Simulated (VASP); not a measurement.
# Cu$_{2}$SrAs$_{2}$ (space group I4/mmm): computed properties

Calculation: PBEsol GGA, VASP's PBE PAW potentials (set 64) (plane waves; VASP).

| Quantity | Result |
|---|---|
| space group | I4/mmm (139) |
| cell | a = 4.1428 Å, b = 4.1428 Å, c = 10.7634 Å, α = 90.00°, β = 90.00°, γ = 90.00° |
| volume per atom | 18.47 Å³/atom |
| band gap (over mesh and band path) | none (metal, semimetal or under 0.01 eV) |
| density | 6.55 g/cm³ |

```
Cu2SrAs2
1.0
   -2.07138     2.07138     5.38168
    2.07138    -2.07138     5.38168
    2.07138     2.07138    -5.38168
Sr Cu As
1 2 2
Direct
  0.00000   0.00000   0.00000
  0.25000   0.75000   0.50000
  0.75000   0.25000   0.50000
  0.62854   0.62854   0.00000
  0.37146   0.37146   0.00000
```

The structure comes from a computed database's Cu2SrAs2 entry (I4/mmm); how it stands against other phases isn't given here. It was relaxed first. Symmetry was kept, so distortions that lower it aren't found.
